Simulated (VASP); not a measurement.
These are RPA correlation on PBE orbitals, VASP's PBE PAW potentials (set 64) (plane waves; VASP) values and carry that method's errors.

A VASP calculation is set up with these files.

INCAR:
```
! general
SYSTEM =BN
PREC   =Normal
ENCUT  =500
LREAL  =.FALSE.
LASPH  =.TRUE.
NBANDS =332

! electronic loop
ALGO   =ACFDT

! smearing
ISMEAR =0
SIGMA  =0.01

! functional
GGA    =PE

! output
LWAVE  =.FALSE.
LCHARG =.FALSE.

! other
NOMEGA =12
ENCUTGW=300
```

File KPOINTS:
```
Automatic mesh
0
Gamma
6 6 6
0 0 0
```

POSCAR:
```
BN
1.0
  0.0000000000   1.8544690000   1.8544690000
  1.8544690000   0.0000000000   1.8544690000
  1.8544690000   1.8544690000   0.0000000000
B N
1 1
Cart
  0.0000000000   0.0000000000   0.0000000000
  0.9272345000   0.9272345000   0.9272345000
```

POTCAR, in this order: B_GW N_GW_new (PBE.64 set). Program: vasp_std. Read from the step before: WAVECAR, WAVEDER.

What VASP printed:

**OSZICAR**
```
energies w=
    0.000    0.948    0.000    3.042    0.000    5.786    0.000    9.811
    0.000   16.108    0.000   26.326    0.000   43.305    0.000   72.110
    0.000  122.208    0.000  213.156    0.000  396.405    0.000  912.407
NQ=   1    0.0000    0.0000    0.0000,
 performed       3349000 updates of chi_q(r,r)
NQ=   2    0.1667    0.0000    0.0000,
 performed       6698000 updates of chi_q(r,r)
NQ=   3    0.3333    0.0000    0.0000,
 performed      10047000 updates of chi_q(r,r)
NQ=   4    0.5000    0.0000    0.0000,
 performed      13396000 updates of chi_q(r,r)
NQ=   5    0.1667    0.1667    0.0000,
 performed      16745000 updates of chi_q(r,r)
NQ=   6    0.3333    0.1667    0.0000,
 performed      20094000 updates of chi_q(r,r)
NQ=   7    0.5000    0.1667    0.0000,
 performed      23443000 updates of chi_q(r,r)
NQ=   8   -0.3333    0.1667    0.0000,
 performed      26792000 updates of chi_q(r,r)
NQ=   9   -0.1667    0.1667    0.0000,
 performed      30141000 updates of chi_q(r,r)
NQ=  10    0.3333    0.3333    0.0000,
 performed      33490000 updates of chi_q(r,r)
NQ=  11    0.5000    0.3333    0.0000,
 performed      36839000 updates of chi_q(r,r)
NQ=  12   -0.3333    0.3333    0.0000,
 performed      40188000 updates of chi_q(r,r)
NQ=  13    0.5000    0.5000    0.0000,
 performed      43537000 updates of chi_q(r,r)
NQ=  14    0.5000    0.3333    0.1667,
 performed      46886000 updates of chi_q(r,r)
NQ=  15   -0.3333    0.3333    0.1667,
 performed      50235000 updates of chi_q(r,r)
NQ=  16   -0.3333    0.5000    0.1667,
 performed      53584000 updates of chi_q(r,r)
```

### OUTCAR
```


      cutoff energy     smooth cutoff   RPA   correlation   Hartree contr. to MP2
---------------------------------------------------------------------------------
            300.000           240.000      -13.0668198336      -20.0178875866
            285.714           228.571      -13.0039370306      -19.9491540226
            272.109           217.687      -12.9359977462      -19.8741880437
            259.151           207.321      -12.8620575719      -19.7917861268
            246.811           197.449      -12.7827154746      -19.7024402211
            235.058           188.046      -12.6967301762      -19.6046116087
            223.865           179.092      -12.6051186900      -19.4993042616
            213.204           170.564      -12.5066524558      -19.3849711419
  linear regression
  converged value                          -13.9058039607      -20.9688390067
```
(Selected blocks of OUTCAR.)

The mesh is coarse, so the correlation energy is not converged in k-points.

The compound is BN in the zinc blende structure. This cell is one point of a volume scan, at 1.08 of the reference volume. The k-mesh is coarse (spacing up to 0.49 per Å, 2π included), so the numbers may not be converged in it.
